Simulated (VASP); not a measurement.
Calculation: G0W0 on PBE orbitals, VASP's PBE PAW potentials (set 64) (plane waves; VASP).

VASP input:

**POSCAR**
```
KF
1
    0.0000000000     2.6750000000     2.6750000000
    2.6750000000     0.0000000000     2.6750000000
    2.6750000000     2.6750000000     0.0000000000
K F
1 1
Direct
  0.0000000000   0.0000000000   0.0000000000
  0.5000000000   0.5000000000   0.5000000000
```

KPOINTS:
```
Automatic mesh
0
Gamma
6 6 6
0 0 0
```

### INCAR
```
ALGO = EVGW0
ENCUT = 500
ENCUTGW = 180
GGA = PE
ISMEAR = 0
LASPH = .True.
LCHARG = .False.
LREAL = .False.
LSPECTRALGW = .True.
LWAVE = .False.
NBANDS = 120
NBANDSGW = 16
NELMGW = 1
NOMEGA = 64
PREC = Normal
SIGMA = 0.01
SYSTEM = KF
```

POTCAR, in this order: K_sv_GW F_GW_new (PBE.64 set). Program: vasp_std. Read from the step before: WAVECAR, WAVEDER.

What VASP printed:

### OSZICAR
```
energies w=
    0.000    0.000    0.694    0.000    1.387    0.000    2.077    0.000
    2.762    0.000    3.441    0.000    4.113    0.000    4.778    0.000
    5.434    0.000    6.082    0.000    6.720    0.000    7.350    0.000
    7.971    0.000    8.583    0.000    9.188    0.000    9.786    0.000
   10.378    0.000   10.964    0.000   11.546    0.000   12.125    0.000
   12.701    0.000   13.277    0.000   13.853    0.000   14.430    0.000
   15.011    0.000   15.596    0.000   16.188    0.000   16.787    0.000
   17.397    0.000   18.017    0.000   18.652    0.000   19.304    0.000
   19.974    0.000   20.665    0.000   21.382    0.000   22.127    0.000
   22.904    0.000   23.719    0.000   24.576    0.000   25.480    0.000
   26.440    0.000   27.463    0.000   28.559    0.000   29.737    0.000
   31.013    0.000   32.402    0.000   33.923    0.000   35.598    0.000
   37.458    0.000   39.539    0.000   41.885    0.000   44.557    0.000
   47.629    0.000   51.204    0.000   55.420    0.000   60.467    0.000
   66.620    0.000   74.286    0.000   84.095    0.000   97.081    0.000
  115.061    0.000  141.559    0.000  184.411    0.000  265.298    0.000
NQ=   1    0.0000    0.0000    0.0000,
 performed        448000 updates of chi_q(r,r)
NQ=   2    0.1667    0.0000    0.0000,
 performed       1249000 updates of chi_q(r,r)
NQ=   3    0.3333    0.0000    0.0000,
 performed       2050000 updates of chi_q(r,r)
NQ=   4    0.5000    0.0000    0.0000,
 performed       2659000 updates of chi_q(r,r)
NQ=   5    0.1667    0.1667    0.0000,
 performed       3372000 updates of chi_q(r,r)
NQ=   6    0.3333    0.1667    0.0000,
 performed       4496000 updates of chi_q(r,r)
NQ=   7    0.5000    0.1667    0.0000,
 performed       5620000 updates of chi_q(r,r)
NQ=   8   -0.3333    0.1667    0.0000,
 performed       6744000 updates of chi_q(r,r)
NQ=   9   -0.1667    0.1667    0.0000,
 performed       7668000 updates of chi_q(r,r)
NQ=  10    0.3333    0.3333    0.0000,
 performed       8381000 updates of chi_q(r,r)
NQ=  11    0.5000    0.3333    0.0000,
 performed       9505000 updates of chi_q(r,r)
NQ=  12   -0.3333    0.3333    0.0000,
 performed      10429000 updates of chi_q(r,r)
NQ=  13    0.5000    0.5000    0.0000,
 performed      10992000 updates of chi_q(r,r)
NQ=  14    0.5000    0.3333    0.1667,
 performed      12124000 updates of chi_q(r,r)
NQ=  15   -0.3333    0.3333    0.1667,
 performed      13156000 updates of chi_q(r,r)
NQ=  16   -0.3333    0.5000    0.1667,
 performed      14080000 updates of chi_q(r,r)
 resolving degeneracies of screened two electron integrals
```

File OUTCAR:
```


 k-point   1 :       0.0000    0.0000    0.0000
  band No.  KS-energies  QP-energies   sigma(KS)   V_xc(KS)     V^pw_x(r,r')   Z            occupation Imag(sigma)

      1     -26.5670     -28.6777     -21.7333     -18.4285     -30.7044       0.6387       2.0000       0.5775
      2     -19.0778     -22.7153     -27.9174     -22.9949     -37.0143       0.7390       2.0000       0.7127
      3      -9.8197     -13.3203     -22.2251     -18.0486     -24.9066       0.8381       2.0000       0.0809
      4      -9.8197     -13.3203     -22.2251     -18.0486     -24.9066       0.8381       2.0000       0.0809
      5      -9.8197     -13.3203     -22.2251     -18.0486     -24.9066       0.8381       2.0000       0.0809
      6      -0.4313      -2.8219     -24.8106     -21.7416     -29.5249       0.7790       2.0000       0.1018
      7      -0.4313      -2.8219     -24.8106     -21.7416     -29.5249       0.7790       2.0000       0.1018
      8      -0.4313      -2.8219     -24.8106     -21.7416     -29.5249       0.7790       2.0000       0.1018
      9       5.7244       6.7975      -6.6235      -7.8282      -3.8444       0.8908       0.0000      -0.0429
     10      10.2322      12.7695      -7.7355     -10.6261      -4.7068       0.8778       0.0000      -0.0522
     11      10.2322      12.7695      -7.7355     -10.6261      -4.7068       0.8778       0.0000      -0.0522
     12      10.2322      12.7695      -7.7355     -10.6261      -4.7068       0.8778       0.0000      -0.0522
     13      11.8555      15.0008      -9.0730     -12.6802      -5.8988       0.8719       0.0000      -0.0535
     14      11.8555      15.0008      -9.0730     -12.6802      -5.8988       0.8719       0.0000      -0.0535
     15      16.4222      16.8354      -4.0438      -4.5242      -0.6595       0.8601       0.0000      -0.2219
     16      23.7671      27.1140      -8.6612     -12.6214      -4.4789       0.8451       0.0000      -0.2790

 k-point   2 :       0.1667    0.0000    0.0000
  band No.  KS-energies  QP-energies   sigma(KS)   V_xc(KS)     V^pw_x(r,r')   Z            occupation Imag(sigma)

      1     -26.5441     -28.6554     -21.7593     -18.4534     -30.7188       0.6386       2.0000       0.5711
      2     -19.0998     -22.7551     -27.8856     -22.9588     -36.9805       0.7419       2.0000       0.7166
      3      -9.8889     -13.3935     -22.1522     -17.9675     -24.8377       0.8375       2.0000       0.0802
      4      -9.8290     -13.3315     -22.2104     -18.0308     -24.8843       0.8380       2.0000       0.0789
      5      -9.8290     -13.3315     -22.2104     -18.0308     -24.8843       0.8380       2.0000       0.0789
      6      -0.6627      -3.0936     -24.0963     -20.9740     -28.6941       0.7785       2.0000       0.1027
      7      -0.5203      -2.9262     -24.6193     -21.5307     -29.3154       0.7790       2.0000       0.1026
      8      -0.5203      -2.9262     -24.6193     -21.5307     -29.3154       0.7790       2.0000       0.1026
      9       6.4620       7.6184      -7.3021      -8.6092      -4.5924       0.8847       0.0000      -0.0435
     10       9.8533      12.1108      -7.4663     -10.0363      -4.4980       0.8784       0.0000      -0.0521
     11      10.5845      13.2125      -7.9635     -10.9655      -4.9076       0.8754       0.0000      -0.0541
     12      10.5845      13.2125      -7.9635     -10.9655      -4.9076       0.8754       0.0000      -0.0541
     13      12.1014      15.2995      -9.4026     -13.0881      -6.2282       0.8677       0.0000      -0.0554
     14      12.1014      15.2995      -9.4026     -13.0881      -6.2282       0.8677       0.0000      -0.0554
     15      17.5333      18.7135      -5.2967      -6.6380      -1.7886       0.8799       0.0000      -0.2772
     16      21.2933      23.7679      -8.3259     -11.2303      -4.3316       0.8520       0.0000      -0.2853

 k-point   3 :       0.3333    0.0000    0.0000
  band No.  KS-energies  QP-energies   sigma(KS)   V_xc(KS)     V^pw_x(r,r')   Z            occupation Imag(sigma)

      1     -26.4975     -28.6099     -21.8124     -18.5043     -30.7482       0.6386       2.0000       0.5579
      2     -19.1434     -22.7760     -27.8206     -22.8844     -36.9110       0.7359       2.0000       0.7243
      3     -10.0252     -13.5404     -22.0143     -17.8127     -24.7115       0.8366       2.0000       0.0795
      4      -9.8473     -13.3569     -22.1819     -17.9962     -24.8406       0.8385       2.0000       0.0748
      5      -9.8473     -13.3569     -22.1819     -17.9962     -24.8406       0.8385       2.0000       0.0748
      6      -1.0494      -3.5646     -23.1399     -19.9168     -27.6091       0.7804       2.0000       0.1067
      7      -0.6927      -3.1218     -24.2657     -21.1393     -28.9311       0.7770       2.0000       0.1046
      8      -0.6927      -3.1218     -24.2657     -21.1393     -28.9311       0.7770       2.0000       0.1046
      9       8.0104       9.4545      -8.4028     -10.0557      -5.7686       0.8736       0.0000      -0.0468
     10       9.6287      11.4400      -7.1713      -9.2341      -4.2248       0.8781       0.0000      -0.0532
     11      11.2845      14.1665      -8.8428     -12.1631      -5.7612       0.8680       0.0000      -0.0578
     12      11.2845      14.1665      -8.8428     -12.1631      -5.7612       0.8680       0.0000      -0.0578
     13      12.8883      16.2848      -9.8863     -13.8301      -6.6286       0.8612       0.0000      -0.0626
     14      12.8883      16.2848      -9.8863     -13.8301      -6.6286       0.8612       0.0000      -0.0626
     15      17.0312      19.8970      -8.7906     -12.1650      -5.0606       0.8493       0.0000      -0.1592
     16      19.4663      21.4564      -7.0442      -9.3435      -3.3257       0.8655       0.0000      -0.2048

 k-point   4 :       0.5000    0.0000    0.0000
  band No.  KS-energies  QP-energies   sigma(KS)   V_xc(KS)     V^pw_x(r,r')   Z            occupation Imag(sigma)

      1     -26.4739     -28.5879     -21.8396     -18.5304     -30.7633       0.6388       2.0000       0.5513
      2     -19.1659     -22.7930     -27.7871     -22.8464     -36.8755       0.7341       2.0000       0.7283
      3     -10.0923     -13.6147     -21.9491     -17.7388     -24.6539       0.8366       2.0000       0.0793
      4      -9.8562     -13.3691     -22.1681     -17.9793     -24.8192       0.8386       2.0000       0.0728
      5      -9.8562     -13.3691     -22.1681     -17.9793     -24.8192       0.8386       2.0000       0.0728
      6      -1.2192      -3.7724     -22.7840     -19.5157     -27.2135       0.7812       2.0000       0.1089
      7      -0.7765      -3.2137     -24.1017     -20.9573     -28.7546       0.7751       2.0000       0.1058
      8      -0.7765      -3.2137     -24.1017     -20.9573     -28.7546       0.7751       2.0000       0.1058
      9       8.6279      10.4965      -9.0412     -11.1924      -6.4784       0.8687       0.0000      -0.0475
     10      10.1228      11.3255      -6.6980      -8.0682      -3.6785       0.8777       0.0000      -0.0583
     11      11.5859      14.6125      -9.4868     -12.9898      -6.4131       0.8640       0.0000      -0.0594
     12      11.5859      14.6125      -9.4868     -12.9898      -6.4131       0.8640       0.0000      -0.0594
     13      13.6904      17.5162     -10.5192     -14.9975      -7.1192       0.8543       0.0000      -0.0710
     14      13.6904      17.5162     -10.5192     -14.9975      -7.1192       0.8543       0.0000      -0.0710
     15      15.5073      18.5990      -9.4730     -13.1210      -5.8307       0.8475       0.0000      -0.1187
     16      17.8906      19.2240      -6.0102      -7.5456      -2.4933       0.8684       0.0000      -0.1588

 k-point   5 :       0.1667    0.1667    0.0000
  band No.  KS-energies  QP-energies   sigma(KS)   V_xc(KS)     V^pw_x(r,r')   Z            occupation Imag(sigma)

      1     -26.5370     -28.6490     -21.7673     -18.4614     -30.7239       0.6389       2.0000       0.5699
      2     -19.1016     -22.7541     -27.8873     -22.9600     -36.9836       0.7413       2.0000       0.7173
      3      -9.8718     -13.3756     -22.1591     -17.9739     -24.8507       0.8372       2.0000       0.0842
      4      -9.8718     -13.3756     -22.1591     -17.9739     -24.8507       0.8372       2.0000       0.0842
      5      -9.8659     -13.3719     -22.1702     -17.9867     -24.8332       0.8381       2.0000       0.0739
      6      -0.7883      -3.2362     -23.9134     -20.7622     -28.5157       0.7768       2.0000       0.1049
      7      -0.4622      -2.8613     -24.7234     -21.6461     -29.4164       0.7796       2.0000       0.1018
      8      -0.4622      -2.8613     -24.7234     -21.6461     -29.4164       0.7796       2.0000       0.1018
      9       6.6376       7.8164      -7.2551      -8.5886      -4.5165       0.8839       0.0000      -0.0441
     10       9.3734      11.5256      -7.0675      -9.5078      -4.1167       0.8820       0.0000      -0.0501
     11      10.9139      13.6153      -8.2033     -11.2978      -5.1252       0.8730       0.0000      -0.0561
     12      10.9139      13.6153      -8.2033     -11.2978      -5.1252       0.8730       0.0000      -0.0561
     13      12.0953      15.2480      -9.7538     -13.3993      -6.6272       0.8648       0.0000      -0.0569
     14      12.1166      15.3433      -9.2141     -12.9259      -6.0095       0.8693       0.0000      -0.0547
     15      17.9552      19.2027      -5.3502      -6.7537      -1.8280       0.8889       0.0000      -0.3102
     16      21.1715      23.8968      -8.5388     -11.7540      -4.5353       0.8476       0.0000      -0.2527

 k-point   6 :       0.3333    0.1667    0.0000
  band No.  KS-energies  QP-energies   sigma(KS)   V_xc(KS)     V^pw_x(r,r')   Z            occupation Imag(sigma)

      1     -26.4996     -28.6120     -21.8099     -18.5030     -30.7490       0.6388       2.0000       0.5609
      2     -19.1259     -22.7728     -27.8586     -22.9249     -36.9547       0.7392       2.0000       0.7223
      3     -10.0124     -13.5303     -22.0033     -17.7999     -24.6999       0.8369       2.0000       0.0822
      4      -9.9071     -13.4150     -22.1121     -17.9193     -24.8019       0.8366       2.0000       0.0841
      5      -9.9005     -13.4111     -22.1081     -17.9150     -24.7855       0.8372       2.0000       0.0807
...
```
(Selected blocks of OUTCAR.)

The mesh is coarse and the basis finite, so the quasiparticle values are not converged.

The compound is KF in the rock salt structure. The cell was not relaxed at this level.
